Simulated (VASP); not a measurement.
Data:

```
CdS
1.0
    0.00000     2.96052     2.96052
    2.96052     0.00000     2.96052
    2.96052     2.96052     0.00000
Cd S
1 1
Direct
  0.00000   0.00000   0.00000
  0.25000   0.25000   0.25000
```

Method: PBE GGA, VASP's PBE PAW potentials (set 64) (plane waves; VASP). Numerical set-up: 530 eV cut-off, 7×7×7 Γ-centred mesh, Gaussian smearing of 0.050 eV, potentials Cd S.

Give the elastic stiffness tensor with the ions relaxed (GPa, in the frame of the cell).

```tsv
	xx	yy	zz	yz	xz	xy
xx	67.6	48.5	48.5	0.0	0.0	0.0
yy	48.5	67.6	48.5	0.0	0.0	0.0
zz	48.5	48.5	67.6	0.0	0.0	0.0
yz	0.0	0.0	0.0	25.5	0.0	0.0
xz	0.0	0.0	0.0	0.0	25.5	0.0
xy	0.0	0.0	0.0	0.0	0.0	25.5
```

Predict the Hill bulk modulus, Hill shear modulus, Young's modulus, Poisson's ratio.

```json
{
 "hill_bulk_modulus": "549 kbar",
 "hill_shear_modulus": "17.2 GPa",
 "Young's modulus": "46.7 GPa",
 "Poisson's ratio": "0.358"
}
```

The compound is CdS in the zinc blende structure, a metastable form; wurtzite is the usual one. It was relaxed first, which changed the volume by +5 %.
